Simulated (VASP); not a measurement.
# MgSi6Pd (R-3) in VASP: single point with PBE

Aim: the single point of MgSi6Pd with PBE.

Program: VASP 6.6.1. These are calculated values, not measurements. Logs are shortened: lines on timing, memory, paths and dates and some standing lists are left out, and cuts for length are marked.

**1. The crystal as given**

Symmetry: R-3, No. 148, trigonal system. The conventional cell has a = 5.399 Å, b = 5.399 Å, c = 14.614 Å, α = 90.00°, β = 90.00°, γ = 120.00°. Si (site symmetry 1) has 1 Pd at 2.00 Å and 1 Mg at 2.24 Å as nearest neighbours. Mg (site symmetry -3) has 6 Si at 2.24 Å as nearest neighbours. Around Pd (site symmetry -3) lie 6 Si at 2.00 Å.

The cell was built by a generator and needn't be a form met in nature.

**2. Single point, PBE**

File INCAR:

```
SYSTEM = MgSi6Pd
ALGO = Fast ; EDIFF = 1E-7
ENCUT = 520 ; GGA = PE
ISIF = 2 ; ISMEAR = -1
LASPH = .TRUE. ; LCHARG = .TRUE.
LELF = .TRUE. ; LREAL = .FALSE.
LVHAR = .TRUE. ; LWAVE = .FALSE.
NBANDS = 28 ; NELM = 100
PREC = Accurate ; SIGMA = 0.0365
```

File KPOINTS:

```
k-points
0
G
  4 4 4
  0 0 0
```

File POSCAR:

```
MgSi6Pd
1.0
    2.6995430000      4.6757390000      0.0000000000
   -2.6995430000      4.6757390000      0.0000000000
    0.0000000000     -3.1171590000      4.8714610000
Si Mg Pd
6 1 1
Direct
    0.2440000000      0.6240000000      0.7750000000
    0.9070000000      0.2440000000      0.7750000000
    0.6240000000      0.9070000000      0.7750000000
    0.7560000000      0.3760000000      0.2250000000
    0.0930000000      0.7560000000      0.2250000000
    0.3760000000      0.0930000000      0.2250000000
    0.5000000000      0.5000000000      0.5000000000
    0.0000000000      0.0000000000      0.0000000000
```

Potentials or basis: VASP PAW PBE potentials, release 64 (Si, Mg, Pd).

Started as:

```console
> cat potpaw_PBE.64/Si/POTCAR potpaw_PBE.64/Mg/POTCAR potpaw_PBE.64/Pd/POTCAR > POTCAR
> mpirun -np 1 vasp_std > vasp.out
```

OUTCAR:

```text
SYSTEM = MgSi6Pd
   EDIFF = 1E-7
   ENCUT = 520
   GGA = PE
   ISIF = 2
   ISMEAR = -1
   LASPH = .TRUE.
   LREAL = .FALSE.
   NELM = 100
   PREC = Accurate

 ion  position               nearest neighbor table
   1  0.244  0.624  0.775-   8 2.00   7 2.24   5 2.76   6 2.76   3 2.90   2 2.90   4 3.01   3 3.11
                             2 3.11
   2  0.907  0.244  0.775-   8 2.00   7 2.24   4 2.76   6 2.76   3 2.90   1 2.90   5 3.01   3 3.11
                             1 3.11
   3  0.624  0.907  0.775-   8 2.00   7 2.24   4 2.76   5 2.76   2 2.90   1 2.90   6 3.01   1 3.11
                             2 3.11
   4  0.756  0.376  0.225-   8 2.00   7 2.24   2 2.76   3 2.76   6 2.90   5 2.90   1 3.01   6 3.11
                             5 3.11
   5  0.093  0.756  0.225-   8 2.00   7 2.24   1 2.76   3 2.76   6 2.90   4 2.90   2 3.01   6 3.11
                             4 3.11
   6  0.376  0.093  0.225-   8 2.00   7 2.24   1 2.76   2 2.76   5 2.90   4 2.90   3 3.01   4 3.11
                             5 3.11
   7  0.500  0.500  0.500-   3 2.24   6 2.24   4 2.24   1 2.24   5 2.24   2 2.24
   8  0.000  0.000  0.000-   3 2.00   6 2.00   5 2.00   2 2.00   1 2.00   4 2.00

  LATTYP: Found a trigonal (rhomboedric) cell.
 ALAT       =     5.7834104385
 COS(alpha) =     0.5642449130

  Lattice vectors:

 A1 = (   2.6995430000,   1.5585800000,   4.8714610000)
 A2 = (  -2.6995430000,   1.5585800000,   4.8714610000)
 A3 = (   0.0000000000,  -3.1171590000,   4.8714610000)

Analysis of symmetry for initial positions (statically):
=====================================================================
 Subroutine PRICEL returns:
 Original cell was already a primitive cell.

 Routine SETGRP: Setting up the symmetry group for a
 trigonal (rhombohedral) supercell.

 Subroutine GETGRP returns: Found  6 space group operations
 (whereof  6 operations were pure point group operations)
 out of a pool of 12 trial point group operations.

The static configuration has the point symmetry S_6 .

Analysis of symmetry for dynamics (positions and initial velocities):
=====================================================================
 Subroutine PRICEL returns:
 Original cell was already a primitive cell.

 Routine SETGRP: Setting up the symmetry group for a
 trigonal (rhombohedral) supercell.

 Subroutine GETGRP returns: Found  6 space group operations
 (whereof  6 operations were pure point group operations)
 out of a pool of 12 trial point group operations.

The dynamic configuration has the point symmetry S_6 .

 Subroutine INISYM returns: Found  6 space group operations
 (whereof  6 operations are pure point group operations),
 and found     1 'primitive' translations

----------------------------------------------------------------------------------------

                                     Primitive cell

  volume of cell :     122.9787

  direct lattice vectors                    reciprocal lattice vectors
     2.699543000  4.675739000  0.000000000     0.185216535  0.106934968  0.068425735
    -2.699543000  4.675739000  0.000000000    -0.185216535  0.106934968  0.068425735
     0.000000000 -3.117159000  4.871461000     0.000000000  0.000000000  0.205277226

  length of vectors
     5.399080255  5.399080255  5.783408381     0.224549178  0.224549178  0.205277226

  position of ions in fractional coordinates (direct lattice)
     0.244000000  0.624000000  0.775000000
     0.907000000  0.244000000  0.775000000
     0.624000000  0.907000000  0.775000000
     0.756000000  0.376000000  0.225000000
     0.093000000  0.756000000  0.225000000
     0.376000000  0.093000000  0.225000000
     0.500000000  0.500000000  0.500000000
     0.000000000  0.000000000  0.000000000

  ion indices of the primitive-cell ions
   primitive index   ion index
                 1           1
                 2           2
                 3           3
                 4           4
                 5           5
                 6           6
                 7           7
                 8           8

----------------------------------------------------------------------------------------

 KPOINTS: k-points

Automatic generation of k-mesh.
 Grid dimensions read from file:
 generate k-points for:    4    4    4

 Generating k-lattice:

  Cartesian coordinates                     Fractional coordinates (reciprocal lattice)
     0.046304134  0.026733742  0.017106434     0.250000000  0.000000000  0.000000000
    -0.046304134  0.026733742  0.017106434     0.000000000  0.250000000  0.000000000
     0.000000000  0.000000000  0.051319306     0.000000000  0.000000000  0.250000000

  Length of vectors
     0.056137294  0.056137294  0.051319306

  Shift w.r.t. Gamma in fractional coordinates (k-lattice)
     0.000000000  0.000000000  0.000000000

 Subroutine IBZKPT returns following result:
 ===========================================

 Found     14 irreducible k-points:

 Following reciprocal coordinates:
            Coordinates               Weight
  0.000000  0.000000  0.000000      1.000000
  0.250000  0.000000  0.000000      6.000000
  0.500000  0.000000  0.000000      3.000000
  0.250000  0.250000  0.000000      6.000000
  0.500000  0.250000  0.000000      6.000000
 -0.250000  0.250000 -0.250000      6.000000
 -0.250000  0.250000  0.000000      6.000000
  0.500000  0.500000  0.000000      3.000000
  0.000000  0.000000  0.250000      2.000000
  0.250000  0.000000  0.250000      6.000000
  0.500000  0.000000  0.250000      6.000000
  0.250000  0.250000  0.250000      6.000000
  0.500000  0.250000  0.250000      6.000000
  0.000000  0.000000  0.500000      1.000000
   k-points           NKPTS =     14   k-points in BZ     NKDIM =     14   number of bands    NBANDS=     28
   number of dos      NEDOS =    301   number of ions     NIONS =      8
   total plane-waves  NPLWV =  76800
   dimension x,y,z NGX =    40 NGY =   40 NGZ =   48
   dimension x,y,z NGXF=    80 NGYF=   80 NGZF=   96
   ions per type =               6   1   1
   NGX,Y,Z   is equivalent  to a cutoff of  12.32, 12.32, 13.80 a.u.
   NGXF,Y,Z  is equivalent  to a cutoff of  24.63, 24.63, 27.60 a.u.
 SYSTEM =  MgSi6Pd
   PREC   = accura    normal or accurate (medium, high low for compatibility)
   ISTART =      0    job   : 0-new  1-cont  2-samecut
   ICHARG =      2    charge: 1-file 2-atom 10-const
   ISPIN  =      1    spin polarized calculation?
   LNONCOLLINEAR =      F non collinear calculations
   LSORBIT =      F    spin-orbit coupling
   LASPH  =      T    aspherical Exc in radial PAW
   ENCUT  =  520.0 eV  38.22 Ry    6.18 a.u.  10.04 10.04 10.75*2*pi/ulx,y,z
   NELM   =    100;   NELMIN=  2; NELMDL= -5     # of ELM steps
   EDIFF  = 0.1E-06   stopping-criterion for ELM
   LREAL  =      F    real-space projection
   EDIFFG = 0.1E-05   stopping-criterion for IOM
   NSW    =      0    number of steps for IOM
   IBRION =     -1    ionic relax: 0-MD 1-quasi-New 2-CG
   NFREE  =      0    steps in history (QN), initial steepest desc. (CG)
   ISIF   =      2    stress and relaxation
   ISYM   =      2    0-nonsym 1-usesym 2-fastsym
   POTIM  = 0.5000    time-step for ionic-motion
   TEBEG  =    0.0;   TEEND  =   0.0 temperature during run
   PSTRESS=    0.0 pullay stress
   NELECT =      36.0000    total number of electrons
   NUPDOWN=      -1.0000    fix difference up-down
   EMIN   =  10.00;   EMAX   =-10.00  energy-range for DOS
   EFERMI =   0.00;   METHOD = LEGACY
   ISMEAR =    -1;   SIGMA  =   0.04  broadening in eV -4-tet -1-fermi 0-gaus
   EFERMI_NEDOS =   21; number of points for ismear=-14 and -15
   IALGO  =     68    algorithm
   IMIX   =      4    mixing-type and parameters
     AMIX     =   0.40;   BMIX     =  1.00
     AMIX_MAG =   1.60;   BMIX_MAG =  1.00
  volume/ion in A,a.u.               =      15.37       103.74
  Fermi-wavevector in a.u.,A,eV,Ry     =   1.087007  2.054146 16.076435  1.181585
  Thomas-Fermi vector in A             =   2.223157
   LORBIT       =      0    0 simple, 1 ext, 2 COOP (PROOUT), +10 PAW based schemes
   GGA     = PE    functional components
   LHFCALC =     F    Hartree Fock is set to
   AEXX    =    0.0000 exact exchange contribution
   IVDW    =     0    specifies the selected vdW correction
   LEPSILON=     F    determine dielectric tensor
   LRPA    =     F    only Hartree local field effects (RPA)
 non-spin polarized calculation
 RMM-DIIS sequential band-by-band and
  energy-cutoff  :      520.00
  volume of cell :      122.98
 maximum number of plane-waves:      3324
   NGX = 21   NGY = 21   NGZ = 21

 number of electron      36.0000001 magnetization

 Free energy of the ion-electron system (eV)
  ---------------------------------------------------
  ext. energy  EPLUGINS =         0.00000000
  ---------------------------------------------------
  free energy    TOTEN  =       -22.38524020 eV

  energy without entropy =      -22.36864193  energy(sigma->0) =      -22.37694107

 E-fermi :   8.9034     XC(G=0): -10.8304

 val. band max:        8.8800137081   @ k =   0.2500   0.2500   0.2500
 cond. band min:       8.9105512220   @ k =   0.5000   0.0000   0.0000
 fundamental gap:      0.0305375139
 Fermi energy:         8.9034199016

 k-point     1 :       0.0000    0.0000    0.0000
  band No.  band energies     occupation
      1      -4.3715      2.00000
      2      -1.6419      2.00000
      3      -1.6419      2.00000
      4       0.0000      2.00000
      5       0.0000      2.00000
      6       0.0782      2.00000
[... 20 lines left out ...]
     27      14.6058      0.00000
     28      14.6226      0.00000

 k-point     2 :       0.2500    0.0000    0.0000
  band No.  band energies     occupation
      1      -3.9532      2.00000
      2      -1.7052      2.00000
      3      -1.6249      2.00000
      4      -0.4364      2.00000
      5      -0.0178      2.00000
      6       0.1145      2.00000
[... 20 lines left out ...]
     27      14.3844      0.00000
     28      15.0268      0.00000

 k-point     3 :       0.5000    0.0000    0.0000
  band No.  band energies     occupation
      1      -3.1388      2.00000
      2      -1.9510      2.00000
      3      -1.6965      2.00000
      4      -1.5906      2.00000
      5      -0.0746      2.00000
      6       0.0774      2.00000
[... 20 lines left out ...]
     27      13.5223      0.00000
     28      14.2528      0.00000

 k-point     4 :       0.2500    0.2500    0.0000
  band No.  band energies     occupation
      1      -3.8598      2.00000
      2      -1.7082      2.00000
      3      -1.6355      2.00000
      4      -0.1798      2.00000
      5      -0.0945      2.00000
      6       0.0879      2.00000
[... 20 lines left out ...]
     27      13.9838      0.00000
     28      14.6511      0.00000

 k-point     5 :       0.5000    0.2500    0.0000
  band No.  band energies     occupation
      1      -3.1014      2.00000
      2      -1.7902      2.00000
      3      -1.6884      2.00000
      4      -1.1234      2.00000
      5      -0.5240      2.00000
      6      -0.0653      2.00000
[... 20 lines left out ...]
     27      13.5593      0.00000
     28      14.0214      0.00000

 k-point     6 :      -0.2500    0.2500   -0.2500
  band No.  band energies     occupation
      1      -3.0801      2.00000
      2      -1.9172      2.00000
      3      -1.6413      2.00000
      4      -1.1686      2.00000
      5      -0.3248      2.00000
      6       0.0750      2.00000
[... 153 lines left out ...]
      5      -0.1126      2.00000
      6      -0.0794      2.00000
[... 20 lines left out ...]
     27      13.0108      0.00000
     28      13.9731      0.00000

 k-point    12 :       0.2500    0.2500    0.2500
  band No.  band energies     occupation
      1      -3.3571      2.00000
      2      -1.8653      2.00000
      3      -1.6484      2.00000
      4      -1.0078      2.00000
      5      -0.2093      2.00000
      6       0.0308      2.00000
[... 20 lines left out ...]
     27      13.1203      0.00000
     28      13.9436      0.00000

 k-point    13 :       0.5000    0.2500    0.2500
  band No.  band energies     occupation
      1      -2.8184      2.00000
      2      -1.9752      2.00000
      3      -1.6644      2.00000
      4      -0.9866      2.00000
      5      -0.5980      2.00000
      6      -0.3551      2.00000
[... 20 lines left out ...]
     27      12.7446      0.00000
     28      13.7249      0.00000

 k-point    14 :       0.0000    0.0000    0.5000
  band No.  band energies     occupation
      1      -3.6134      2.00000
      2      -1.7413      2.00000
      3      -1.6447      2.00000
      4      -1.6447      2.00000
      5       0.0329      2.00000
      6       0.0329      2.00000
[... 20 lines left out ...]
     27      14.0356      0.00000
     28      14.0376      0.00000

------------------------ aborting loop because EDIFF is reached ----------------------------------------

  FORCE on cell =-STRESS in cart. coord.  units (eV):
  Direction    XX          YY          ZZ          XY          YZ          ZX
  --------------------------------------------------------------------------------------
  -------------------------------------------------------------------------------------
  Total       49.5734400     49.5732993     43.1879519      0.0000001      0.0000030      0.0000000
  in kB      645.8473809    645.8455484    562.6566489      0.0000019      0.0000385      0.0000000
  external PRESSURE =     618.1165261 kB  Pullay stress =       0.0000000 kB

 VOLUME and BASIS-vectors are now :
 -----------------------------------------------------------------------------
  energy-cutoff  :      520.00
  volume of cell :      122.98
      direct lattice vectors                 reciprocal lattice vectors
     2.699543000  4.675739000  0.000000000     0.185216535  0.106934968  0.068425735
    -2.699543000  4.675739000  0.000000000    -0.185216535  0.106934968  0.068425735
     0.000000000 -3.117159000  4.871461000     0.000000000  0.000000000  0.205277226

 POSITION                                       TOTAL-FORCE (eV/Angst)
 -----------------------------------------------------------------------------------
     -1.02583      1.64274      3.77538         6.818391     -1.858288     -2.977154
      1.78980      2.96598      3.77538        -1.799869      6.834036     -2.977154
     -0.76397      4.74276      3.77538        -5.018523     -4.975748     -2.977154
      1.02583      4.59158      1.09608        -6.818391      1.858288      2.977154
     -1.78980      3.26834      1.09608         1.799869     -6.834036      2.977154
      0.76397      1.49156      1.09608         5.018523      4.975748      2.977154
      0.00000      3.11716      2.43573         0.000000     -0.000000     -0.000000
      0.00000      0.00000      0.00000         0.000000     -0.000000     -0.000000
 -----------------------------------------------------------------------------------
    total drift:                                0.000000      0.000000      0.000000

  FREE ENERGIE OF THE ION-ELECTRON SYSTEM (eV)
  ---------------------------------------------------
  free  energy   TOTEN  =       -22.3852401975 eV

  energy  without entropy=      -22.3686419327  energy(sigma->0) =      -22.37694107
```

It took 70 s on 1 thread of Intel Xeon Platinum 8488C (Sapphire Rapids), shared host; peak memory 0.29 GiB.

Results:

```yaml
Free_energy: -22.3852 eV
Pressure: 61.8 GPa
Largest_force: 7.669 eV/Å
Band_gap_on_the_k_mesh: none (metal or under the smearing width)
```

Forces in eV/Å, atoms in the order of the input:
```
Si   6.818 -1.858 -2.977
Si  -1.800  6.834 -2.977
Si  -5.019 -4.976 -2.977
Si  -6.818  1.858  2.977
Si   1.800 -6.834  2.977
Si   5.019  4.976  2.977
Mg   0.000  0.000  0.000
Pd   0.000  0.000  0.000
```

Caveat: a pressure of tens of GPa on the cell as given is suspect, and the run, the potentials or the cell itself is likely at fault; forces of over 1 eV/Å show positions far from the minimum, so gaps and moduli don't describe the material at rest.
